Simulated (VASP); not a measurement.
VASP runs on BaCa (space group P4/mmm) share one base input (PBE GGA, plane waves, VASP's PBE PAW potentials (set 64)) and change the settings named in each case.

### POSCAR
```
BaCa
4.0771260
  1.0000000000   0.0000000000   0.0000000000
  0.0000000000   1.0000000000   0.0000000000
  0.0000000000   0.0000000000   1.3107142139
Ca Ba
1 1
Cart
  0.5000000000   0.5000000000   0.6553571069
  0.0000000000   0.0000000000   0.0000000000
```

KPOINTS:
```
K-points
0
gamma
  7 7 5
0 0 0
```

INCAR:
```
# general
SYSTEM  = BaCa
PREC    = Accurate
ENCUT   = 300
LREAL   = .False.
LASPH   = .True.

# electronic loop
EDIFF   = 1E-6
NELM    = 100
ALGO    = Normal
LMAXMIX = 4

# smearing
ISMEAR  = 0
SIGMA   = 0.136

# functional
GGA     = PE

# ions
ISIF    = 2

# output
LWAVE   = .False.
LCHARG  = .False.
```

POTCAR, in this order: Ca_sv Ba_sv (PBE.64 set). Program: vasp_std.

| change | E(σ→0) (eV/atom) | pressure (GPa) | −TS (eV) |
|---|---|---|---|
| base run | -1.8163 | 2.64 | -0.0325 |
| GGA = PS | -2.0792 | (withheld) | (withheld) |
| GGA_COMPAT = .FALSE., LNONCOLLINEAR = .TRUE., LSORBIT = .TRUE., MAGMOM = 0.0 0.0 0.0 0.0 0.0 0.0, program vasp_ncl | -1.9192 | (withheld) | (withheld) |
| KPOINTS 3×3×3 Γ-centred mesh | -1.8040 | 2.41 | -0.0380 |

Task: Fill in the missing entries.

Result: 
- GGA_COMPAT = .FALSE., LNONCOLLINEAR = .TRUE., LSORBIT = .TRUE., MAGMOM = 0.0 0.0 0.0 0.0 0.0 0.0, program vasp_ncl, pressure (GPa): 2.61
- GGA_COMPAT = .FALSE., LNONCOLLINEAR = .TRUE., LSORBIT = .TRUE., MAGMOM = 0.0 0.0 0.0 0.0 0.0 0.0, program vasp_ncl, −TS (eV): -0.0323
- GGA = PS, pressure (GPa): 1.63
- GGA = PS, −TS (eV): -0.0331

Energies of different potentials or functionals have different zeros.  Unless said otherwise, spin-orbit coupling is left out, though it shifts the bands of the heavy elements here. At 300 eV the pressure can carry a Pulay error.

Left out are runs that ran out of time, are held back, or changed the cell or the kind of run, fixed moments of cells without a moment, rows past the twelfth, gaps on odd meshes, pressures of charged cells and columns that move by less than the noise.

The structure was generated: BaCa was put into an ordered model structure, which need not be its known phase. The cell was not relaxed at this level.
